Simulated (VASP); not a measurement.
A VASP calculation is set up with these files.

KPOINTS:
```
Automatic mesh
0
Gamma
8 8 8
0 0 0
```

POSCAR:
```
TiGe2
1
   -1.6742810000     1.6742810000     4.0978740000
    1.6742810000    -1.6742810000     4.0978740000
    1.6742810000     1.6742810000    -4.0978740000
Ti Ge
1 2
Direct
  0.0000000000   0.0000000000   0.0000000000
  0.3353000000   0.3353000000   0.0000000000
  0.6647000000   0.6647000000   0.0000000000
```

INCAR:
```
SYSTEM=TiGe2
PREC=Accurate; ENCUT=300; LREAL=F
LASPH=T
EDIFF=1E-6; NELM=100; ALGO=Normal
LMAXMIX=4
ISMEAR=0; SIGMA=0.2
GGA=PS
ISIF=2
LWAVE=F; LCHARG=F
```

POTCAR, in this order: Ti_sv Ge_d (PBE.64 set). Program: vasp_std.

Problem. Translate this PBEsol calculation to Quantum ESPRESSO's pw.x.

Solution. One equivalent input (not run):
```
&CONTROL
  calculation = 'scf'
  pseudo_dir = './pseudo'
  outdir = './out'
  tprnfor = .true.
  tstress = .true.
/
&SYSTEM
  ibrav = 0
  nat = 3
  ntyp = 2
  ecutwfc = 84
  occupations = 'smearing'
  smearing = 'gaussian'
  degauss = 0.0147
  input_dft = 'pbesol'
/
&ELECTRONS
  conv_thr = 7.3e-08
  electron_maxstep = 100
/
ATOMIC_SPECIES
  Ti 47.867 Ti.upf
  Ge 72.630 Ge.upf
CELL_PARAMETERS angstrom
    -1.6742810    1.6742810    4.0978740
     1.6742810   -1.6742810    4.0978740
     1.6742810    1.6742810   -4.0978740
ATOMIC_POSITIONS crystal
  Ti   0.0000000  0.0000000  0.0000000
  Ge   0.3353000  0.3353000  0.0000000
  Ge   0.6647000  0.6647000  0.0000000
K_POINTS automatic
  8 8 8 0 0 0
```
What does not carry over: the potentials are each code's own (VASP's PAW set, PseudoDojo norm-conserving files in pw.x), so ENCUT and ecutwfc are chosen apart and not converted; conv_thr bounds pw.x's estimated SCF error, while EDIFF bounds the energy change between steps.

The structure was generated: TiGe2 was put into an ordered model structure, which need not be its known phase. The cell was not relaxed at this level. The k-mesh is coarse (spacing up to 0.33 per Å, 2π included), so the numbers may not be converged in it. The run is one of a series of settings (GGA = PS against the base run), some of them coarse on purpose.
